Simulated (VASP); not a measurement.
Data:

```xyz
1
Lattice="-2.8362 2.8362 2.8362 2.8362 -2.8362 2.8362 2.8362 2.8362 -2.8362" Properties=species:S:1:pos:R:3 pbc="T T T"
Rb     0.0000     0.0000     0.0000
```

The numbers are results of PBE GGA with spin-orbit coupling, VASP's PBE PAW potentials (set 64) (plane waves; VASP 6.6.1), not measurements. Numerical set-up: 400 eV cut-off, 8×8×8 Γ-centred mesh, Gaussian smearing of 0.050 eV, potentials Rb_sv.

Problem. Give the energies of bands 9 to 15 at the high-symmetry points, in eV from the Fermi level.

Solution. 
```csv
band,Γ,H,N,P
9,-2.01,1.22,0.20,1.22
10,-2.01,1.22,0.20,1.22
11,3.63,1.22,0.73,1.27
12,3.63,1.22,0.73,1.27
13,3.63,3.12,2.54,1.27
14,3.63,3.12,2.54,1.27
15,3.64,3.24,4.20,2.54
```

It has no gap at this level: it comes out as a metal or semimetal.

The compound is Rb in the bcc structure. It was relaxed first.
